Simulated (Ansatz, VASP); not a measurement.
Na2CuBiBr6 in VASP and in Ansatz

```
Na Cu Bi Br
1.0
     0.00000    5.47945    5.47945
     5.47945    0.00000    5.47945
     5.47945    5.47945    0.00000
Na Cu Bi Br
2 1 1 6
Direct
  0.75000 0.75000 0.75000
  0.25000 0.25000 0.25000
  0.50000 0.50000 0.50000
  0.00000 0.00000 0.00000
  0.73884 0.26116 0.26116
  0.26116 0.26116 0.73884
  0.26116 0.73884 0.73884
  0.26116 0.73884 0.26116
  0.73884 0.26116 0.73884
  0.73884 0.73884 0.26116
```

The cell comes from a database or a generator and needn't be the stable form of this composition.

Alike in both runs: task single point; functional PBE; k mesh 3 × 3 × 3; no spin polarisation.

|  | VASP | Ansatz |
| --- | --- | --- |
| version | VASP 6.6.1 | Ansatz 0.2.0 |
| potentials or method | VASP PAW PBE potentials, release 64 (Na_pv, Cu, Bi_d, Br) | plane waves, PAW |
| plane-wave cutoff (eV) | 520 | 420 |
| occupations | methfessel-paxton of order 1, width 0.02 eV | cold, width 0.02 eV |
| valence electrons in the cell | 82 | 94 |

|  | VASP | Ansatz | Ansatz less VASP |
| --- | --- | --- | --- |
| gap on the k mesh at the Fermi level (eV) | 1.22 | 1.20 | -0.017 |
| rms of the force components (eV/Å) | 0.005 | 0.005 | -0.0005 |

Atom by atom the forces differ by 0.000 eV/Å (rms over components). The two sets of potentials don't hold the same shells in valence.

Caveats: spin-orbit coupling is left out, which as a rule narrows the gap of such compounds by several tenths of an eV; an odd mesh through Γ misses points on the zone boundary, where band edges often lie. As with any semilocal functional, this PBE gap is likely too small.
